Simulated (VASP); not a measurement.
Computed with r2SCAN meta-GGA, VASP's PBE PAW potentials (set 64) (plane waves; VASP 6.6.1).

VASP ran on this input.

### KPOINTS
```
Automatic mesh
0
Gamma
11 11 11
0 0 0
```

### INCAR
```
! general
SYSTEM   =  MgO
PREC     =  Accurate
ENCUT    =  620
LREAL    =  .False.
LASPH    =  .True.

! electronic loop
EDIFF    =  1E-6
NELM     =  100
ALGO     =  Normal
LMIXTAU  =  .True.

! smearing
ISMEAR   =  0
SIGMA    =  0.05

! functional
METAGGA  =  R2SCAN

! ions
IBRION   =  2
NSW      =  40
ISIF     =  3
EDIFFG   =  -0.02
PSTRESS  =  50

! output
LWAVE    =  .False.
LCHARG   =  .False.
```

POSCAR:
```
MgO
1
    0.0000000000     2.0771556407     2.0771556407
    2.0771556407    -0.0000000000     2.0771556407
    2.0771556407     2.0771556407     0.0000000000
Mg O
1 1
Direct
  0.0000000000   0.0000000000   0.0000000000
  0.5000000000   0.5000000000   0.5000000000
```

POTCAR, in this order: Mg O (PBE.64 set). Program: vasp_std.

Output of the run:

**OUTCAR**
```
 ion  position               nearest neighbor table
   1  0.000  0.000  0.000-   2 2.08   2 2.08   2 2.08   2 2.08   2 2.08   2 2.08
   2  0.500  0.500  0.500-   1 2.08   1 2.08   1 2.08   1 2.08   1 2.08   1 2.08
  LATTYP: Found a face centered cubic cell.
 ALAT       =     4.1543112814
 Subroutine PRICEL returns:
 Original cell was already a primitive cell.
 Subroutine GETGRP returns: Found 48 space group operations
The static configuration has the point symmetry O_h .
The dynamic configuration has the point symmetry O_h .
 Subroutine INISYM returns: Found 48 space group operations
 Subroutine IBZKPT returns following result:
 Found     56 irreducible k-points:

 Following reciprocal coordinates:
            Coordinates               Weight
  0.000000  0.000000  0.000000      1.000000
  0.090909  0.000000  0.000000      8.000000
  0.181818  0.000000  0.000000      8.000000
  0.272727  0.000000  0.000000      8.000000
  0.363636  0.000000  0.000000      8.000000
  0.454545  0.000000  0.000000      8.000000
  0.090909  0.090909  0.000000      6.000000
  0.181818  0.090909  0.000000     24.000000
  0.272727  0.090909  0.000000     24.000000
  0.363636  0.090909  0.000000     24.000000
  0.454545  0.090909  0.000000     24.000000
 -0.454545  0.090909  0.000000     24.000000
 -0.363636  0.090909  0.000000     24.000000
 -0.272727  0.090909  0.000000     24.000000
 -0.181818  0.090909  0.000000     24.000000
 -0.090909  0.090909  0.000000     12.000000
  0.181818  0.181818  0.000000      6.000000
  0.272727  0.181818  0.000000     24.000000
  0.363636  0.181818  0.000000     24.000000
  0.454545  0.181818  0.000000     24.000000
 -0.454545  0.181818  0.000000     24.000000
 -0.363636  0.181818  0.000000     24.000000
 -0.272727  0.181818  0.000000     24.000000
 -0.181818  0.181818  0.000000     12.000000
  0.272727  0.272727  0.000000      6.000000
  0.363636  0.272727  0.000000     24.000000
  0.454545  0.272727  0.000000     24.000000
 -0.454545  0.272727  0.000000     24.000000
 -0.363636  0.272727  0.000000     24.000000
 -0.272727  0.272727  0.000000     12.000000
  0.363636  0.363636  0.000000      6.000000
  0.454545  0.363636  0.000000     24.000000
 -0.454545  0.363636  0.000000     24.000000
 -0.363636  0.363636  0.000000     12.000000
  0.454545  0.454545  0.000000      6.000000
 -0.454545  0.454545  0.000000     12.000000
  0.272727  0.181818  0.090909     24.000000
  0.363636  0.181818  0.090909     48.000000
  0.454545  0.181818  0.090909     48.000000
 -0.454545  0.181818  0.090909     48.000000
   k-points           NKPTS =     56   k-points in BZ     NKDIM =     56   number of bands    NBANDS=      8
   number of dos      NEDOS =    301   number of ions     NIONS =      2
   total plane-waves  NPLWV =  13824
   dimension x,y,z NGX =    24 NGY =   24 NGZ =   24
   dimension x,y,z NGXF=    48 NGYF=   48 NGZF=   48
   ions per type =               1   1
   PREC   = accura    normal or accurate (medium, high low for compatibility)
   ISTART =      0    job   : 0-new  1-cont  2-samecut
   ICHARG =      2    charge: 1-file 2-atom 10-const
   ISPIN  =      1    spin polarized calculation?
   LNONCOLLINEAR =      F non collinear calculations
   LSORBIT =      F    spin-orbit coupling
   INIWAV =      1    electr: 0-lowe 1-rand  2-diag
   ENCUT  =  620.0 eV  45.57 Ry    6.75 a.u.   5.96  5.96  5.96*2*pi/ulx,y,z
   NELM   =    100;   NELMIN=  2; NELMDL= -5     # of ELM steps
   EDIFF  = 0.1E-05   stopping-criterion for ELM
   LREAL  =      F    real-space projection
   NLSPLINE    = F    spline interpolate recip. space projectors
   LMAXMIX     =    2 max onsite mixed and CHGCAR
...
```

OSZICAR:
```
       N       E                     dE             d eps       ncg     rms          rms(c)
DAV:   1     0.151519800833E+02    0.15152E+02   -0.54771E+03  1032   0.107E+03
DAV:   2    -0.192130580639E+02   -0.34365E+02   -0.33123E+02  1032   0.169E+02
DAV:   3    -0.198143601801E+02   -0.60130E+00   -0.60130E+00  1240   0.246E+01
DAV:   4    -0.198151781398E+02   -0.81796E-03   -0.81796E-03  1152   0.869E-01
DAV:   5    -0.198151795025E+02   -0.13627E-05   -0.13627E-05  1216   0.267E-02    0.686E+00
DAV:   6    -0.159355866418E+02    0.38796E+01   -0.47670E+00   896   0.156E+01    0.204E+00
DAV:   7    -0.163498476354E+02   -0.41426E+00   -0.14104E+00   920   0.102E+01    0.197E+00
DAV:   8    -0.159801146880E+02    0.36973E+00   -0.20642E+00   896   0.128E+01    0.195E+00
DAV:   9    -0.160947384379E+02   -0.11462E+00   -0.65909E-01   896   0.692E+00    0.438E-01
DAV:  10    -0.161568594102E+02   -0.62121E-01   -0.47431E-02   912   0.229E+00    0.127E-01
DAV:  11    -0.161569884213E+02   -0.12901E-03   -0.68866E-04  1224   0.262E-01    0.726E-02
DAV:  12    -0.161569982213E+02   -0.98000E-05   -0.11352E-04   920   0.171E-01    0.462E-02
DAV:  13    -0.161569882789E+02    0.99424E-05   -0.47700E-04   944   0.262E-01    0.355E-03
DAV:  14    -0.161571026571E+02   -0.11438E-03   -0.29981E-05   936   0.930E-02    0.142E-03
DAV:  15    -0.161570932567E+02    0.94004E-05   -0.62079E-07   840   0.851E-03    0.239E-03
DAV:  16    -0.161571002786E+02   -0.70220E-05   -0.72045E-07   536   0.842E-03    0.495E-04
DAV:  17    -0.161570991151E+02    0.11635E-05   -0.10147E-07   520   0.520E-03    0.101E-04
DAV:  18    -0.161570993079E+02   -0.19279E-06   -0.28247E-09   488   0.862E-04
   1 F= -.15597733E+02 E0= -.15597733E+02  d E =-.155977E+02
```

File OUTCAR:
```
------------------------ aborting loop because EDIFF is reached ----------------------------------------
  FORCE on cell =-STRESS in cart. coord.  units (eV):
  Direction    XX          YY          ZZ          XY          YZ          ZX
  --------------------------------------------------------------------------------------
  Total        0.5608643      0.5608643      0.5608643     -0.0000000      0.0000000      0.0000000
  in kB       50.1338757     50.1338757     50.1338757     -0.0000000      0.0000000      0.0000000
  external PRESSURE =       0.1338757 kB  Pullay stress =      50.0000000 kB
  volume of cell :       17.92
      direct lattice vectors                 reciprocal lattice vectors
     0.000000000  2.077155641  2.077155641    -0.240713787  0.240713787  0.240713787
     2.077155641  0.000000000  2.077155641     0.240713787 -0.240713787  0.240713787
     2.077155641  2.077155641  0.000000000     0.240713787  0.240713787 -0.240713787
  FREE ENERGIE OF THE ION-ELECTRON SYSTEM (eV)
  ---------------------------------------------------
  free  energy   TOTEN  =       -16.1570993079 eV

  energy  without entropy=      -16.1570993079  energy(sigma->0) =      -16.15709931
  enthalpy is  TOTEN    =       -15.5977327019 eV   P V=        0.5593666060

 reached required accuracy - stopping structural energy minimisation
```
(Selected blocks of OUTCAR.)

The compound is MgO in the rock salt structure. It was relaxed first under an external pressure of 5 GPa.
